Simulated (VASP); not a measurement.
# What spin-orbit coupling changes in ZnSe (Stilleite), part 4 of 4

What does spin-orbit coupling change in ZnSe (Stilleite), and what does it cost? All runs use r2SCAN. The start is a cell from a database of measured crystal structures.

VASP 6.6.1, plane waves and PAW; the level of theory is named at each step.

So far. Step 6 (Total and projected DOS (r2SCAN + SOC)): The gap on this mesh is 1.74 eV. In the top eV of the valence band the largest shares in the PAW spheres are Se p 50 %, Zn d 9 % and Zn p 7 %. The rest lies in smaller channels or between the spheres. Step 7 (Relaxing cell and atoms (r2SCAN)): It ends with forces that vanish by symmetry and a pressure of 0.05 GPa. The relaxed cell has a = 5.658 Å (conventional setting).

## 8. Full relaxation (r2SCAN + SOC)

This step: r2SCAN, spin-orbit coupling; plane waves and PAW (Zn, Se) (VASP 6.6.1).

The same relaxation with spinors and spin-orbit coupling.

Input file INCAR:

```
SYSTEM = ZnSe
PREC = Accurate
ENCUT = 400
EDIFF = 1E-06
NELM = 100
ISMEAR = -1
SIGMA = 0.05
LREAL = .FALSE.
ALGO = Normal
METAGGA = R2SCAN
LASPH = .TRUE.
LNONCOLLINEAR = .TRUE.
MAGMOM = 0 0 0 0 0 0
NBANDS = 30
GGA_COMPAT = .FALSE.
LSORBIT = .TRUE.
LORBIT = 11
LWAVE = .FALSE.
LCHARG = .FALSE.
KPAR = 2
IBRION = 2
NSW = 60
ISIF = 3
EDIFFG = -0.01
```

Input file POSCAR:

```
ZnSe
1.0
    0.0000000000      2.8338000000      2.8338000000
    2.8338000000      0.0000000000      2.8338000000
    2.8338000000      2.8338000000      0.0000000000
Zn Se
1 1
Direct
    0.0000000000      0.0000000000      0.0000000000
    0.2500000000      0.2500000000      0.2500000000
```

Input file KPOINTS:

```
Automatic mesh
0
Gamma
6 6 6
0 0 0
```

The projector-augmented-wave data sets are Zn and Se (PBE family, release 64).

The run is started by

```bash
mpirun -np 2 vasp_ncl
```

Output:

```text
[... set-up lines as in an earlier step ...]
 entering main loop
       N       E                     dE             d eps       ncg     rms          rms(c)
[... 16 cycles as in an earlier step ...]
   1 F= -.24919000E+02 E0= -.24919000E+02  d E =-.249190E+02  mag=     0.0000    -0.0000     0.0000
 curvature:   0.00 expect dE= 0.000E+00 dE for cont linesearch  0.000E+00
 trial: gam= 0.00000 g(F)=  0.311E-46 g(S)=  0.493E-03 ort = 0.000E+00 (trialstep = 0.100E+01)
 search vector abs. value=  0.493E-03
 bond charge predicted
       N       E                     dE             d eps       ncg     rms          rms(c)
DAV:   1    -0.249253743842E+02   -0.63739E-02   -0.73017E-02  1626   0.557E+00    0.576E-01
DAV:   2    -0.249201995135E+02    0.51749E-02   -0.16531E-02  1628   0.367E+00    0.216E-01
DAV:   3    -0.249195546239E+02    0.64489E-03   -0.42797E-04  1398   0.187E-01    0.109E-01
DAV:   4    -0.249193294293E+02    0.22519E-03   -0.13150E-04  1434   0.830E-02    0.416E-02
DAV:   5    -0.249193092112E+02    0.20218E-04   -0.18466E-05  1772   0.605E-02    0.165E-02
DAV:   6    -0.249192994424E+02    0.97688E-05   -0.11442E-05  1398   0.355E-02    0.426E-03
DAV:   7    -0.249192997476E+02   -0.30516E-06   -0.47689E-07   818   0.741E-03
   2 F= -.24919300E+02 E0= -.24919300E+02  d E =-.299617E-03  mag=     0.0000    -0.0000     0.0000
 trial-energy change:   -0.000300  1 .order   -0.000184   -0.000493    0.000125
 step:   0.8995(harm=  0.7980)  dis= 0.00000  next Energy=   -24.919306 (dE=-0.306E-03)
 bond charge predicted
       N       E                     dE             d eps       ncg     rms          rms(c)
DAV:   1    -0.249193734411E+02   -0.73999E-04   -0.75740E-04  1638   0.570E-01    0.579E-02
DAV:   2    -0.249192984114E+02    0.75030E-04   -0.16777E-04  1634   0.356E-01    0.220E-02
DAV:   3    -0.249192947803E+02    0.36311E-05   -0.42738E-06  1386   0.200E-02    0.110E-02
DAV:   4    -0.249192963866E+02   -0.16063E-05   -0.13780E-06  1402   0.827E-03    0.396E-03
DAV:   5    -0.249192975704E+02   -0.11838E-05   -0.97990E-08   690   0.774E-03    0.197E-03
DAV:   6    -0.249192985579E+02   -0.98748E-06   -0.17385E-07   696   0.396E-03
   3 F= -.24919299E+02 E0= -.24919299E+02  d E =-.298427E-03  mag=     0.0000     0.0000     0.0000
 curvature:  -0.30 expect dE=-0.463E-05 dE for cont linesearch -0.463E-05
 trial: gam= 0.00000 g(F)=  0.171E-45 g(S)=  0.155E-04 ort =-0.875E-04 (trialstep = 0.980E+00)
 search vector abs. value=  0.155E-04
 reached required accuracy - stopping structural energy minimisation
```

Wall time 3.3 min (2 MPI ranks of Intel Xeon 6975P-C (Granite Rapids), shared host); peak memory 0.57 GiB.

Parts of OUTCAR (step 8):

```text
   NELECT =      18.0000    total number of electrons

 E-fermi :   2.3757

 k-point     1 :       0.0000    0.0000    0.0000
  band No.  band energies     occupation
    ...
     14       1.0996      1.00000
     15       1.4711      1.00000
     16       1.4711      1.00000
     17       1.4711      1.00000
     18       1.4711      1.00000
     19       3.2356      0.00000
     20       3.2356      0.00000
     21       7.5640      0.00000
     22       7.5640      0.00000
     23       7.7047      0.00000
    ...

  Total        0.0146484      0.0146484      0.0146484      0.0000000      0.0000000      0.0000000
  in kB        0.5184385      0.5184385      0.5184385      0.0000000      0.0000000      0.0000000
  external PRESSURE =       0.5184385 kB  Pullay stress =       0.0000000 kB

 POSITION                                       TOTAL-FORCE (eV/Angst)
 -----------------------------------------------------------------------------------
      0.00000     -0.00000      0.00000        -0.000000     -0.000000     -0.000000
      1.41436      1.41436      1.41436         0.000000      0.000000      0.000000
 -----------------------------------------------------------------------------------
    total drift:                                0.000001      0.000001      0.000001

  FREE ENERGIE OF THE ION-ELECTRON SYSTEM (eV)
  ---------------------------------------------------
  free  energy   TOTEN  =       -24.9192985579 eV

  energy  without entropy=      -24.9192985574  energy(sigma->0) =      -24.91929856

 Spin-Orbit-Coupling matrix elements
 Ion:    1  E_soc:     -0.0082305
 Ion:    2  E_soc:     -0.0343278

 magnetization (x)
# of ion       s       p       d       tot
------------------------------------------
    1        0.000  -0.000  -0.000   0.000
    2        0.000   0.000   0.000   0.000
--------------------------------------------------
tot          0.000  -0.000  -0.000   0.000

 magnetization (y)
# of ion       s       p       d       tot
------------------------------------------
    1        0.000   0.000   0.000   0.000
    2        0.000   0.000  -0.000  -0.000
--------------------------------------------------
tot          0.000   0.000   0.000   0.000

 magnetization (z)
# of ion       s       p       d       tot
------------------------------------------
    1       -0.000  -0.000   0.000  -0.000
    2       -0.000  -0.000   0.000  -0.000
--------------------------------------------------
tot         -0.000  -0.000   0.000  -0.000

[... 8 parts as in an earlier step ...]

[... 10 further parts left out ...]
```

Relaxation path:

| step | energy less that of the first step (eV) | largest force (eV/Å) | pressure (GPa) | volume (Å³) |
| --- | --- | --- | --- | --- |
| 1 | 0.0000 | 0.0000 | -0.29 | 45.51 |
| 2 | -0.0003 | 0.0000 | 0.07 | 45.24 |
| 3 | -0.0003 | 0.0000 | 0.05 | 45.27 |

| conventional cell, symmetrised | before | after | change |
| --- | --- | --- | --- |
| a (Å) | 5.668 | 5.657 | -0.2 % |
| b (Å) | 5.668 | 5.657 | -0.2 % |
| c (Å) | 5.668 | 5.657 | -0.2 % |
| volume (Å³/atom) | 22.76 | 22.63 | -0.5 % |

Final coordinates:

```xyz
2
Lattice="0.0000 2.8287 2.8287 2.8287 0.0000 2.8287 2.8287 2.8287 0.0000" Properties=species:S:1:pos:R:3 pbc="T T T"
Zn    0.0000    0.0000    0.0000
Se    1.4144    1.4144    1.4144
```

This step gave:

```yaml
bands: 30
irreducible_k_points: 22
free_energy_toten: -24.92 eV
fermi_energy: 2.376 eV
pressure: 0.05184 GPa
gap_on_the_k_mesh: 1.764 eV
least_direct_gap_on_the_k_mesh: 1.764 eV
```

On-site spin-orbit energy by atom:

| atom | on-site spin-orbit energy (eV) |
| --- | --- |
| Zn1 | -0.0082 |
| Se2 | -0.0343 |

The cell ends at 22.63 Å³/atom, under 0.05 % from the run without the coupling. The run took 4.7 times the core time, with 30 spinor bands against 15.

The cell shrank by 0.5 % in volume.

## 9. Side by side

| quantity | without | with spin-orbit coupling |
| --- | --- | --- |
| gap (eV) | 1.864 | 1.741 |
| splitting of the valence top at Γ (eV) | 0 | 0.371 |
| core minutes, bands | 2.1 | 12 |
| core minutes, DOS | 0.9 | 5.1 |
| relaxed volume (Å³/atom) | 22.64 | 22.63 |
| core minutes, relaxation | 1.4 | 6.6 |

## 10. Summary of results

* gap (eV), without → with: 1.864 → 1.741
* splitting of the valence top at Γ (eV), without → with: 0 → 0.371
* relaxed volume (Å³/atom), without → with: 22.64 → 22.63

Spin-orbit coupling moves the gap of ZnSe (Stilleite) from 1.86 to 1.74 eV. The valence top at Γ, threefold or sixfold with spin, splits into a fourfold and a twofold level, 0.37 eV apart. The relaxed volume moves by under 0.05 %. The spinor runs cost 4.7 to 6.0 times as much, on a shared host. Semilocal functionals usually underestimate gaps.

[Lines on the potential files, build, host, timing and source positions are cut from VASP's logs without a mark.]

[Logs are printed without paths, hosts, clocks, repeated set-up lines and the standing remarks that a program may print on its own settings, such as how far it seeks lower states.]

[Hosts, paths, dates, database ids (printed as entryN), source tags and the programs' standing remarks are cut or masked in the printed files.]

[A measured line is paired with the nearest computed mode of its activity, which favours agreement.]
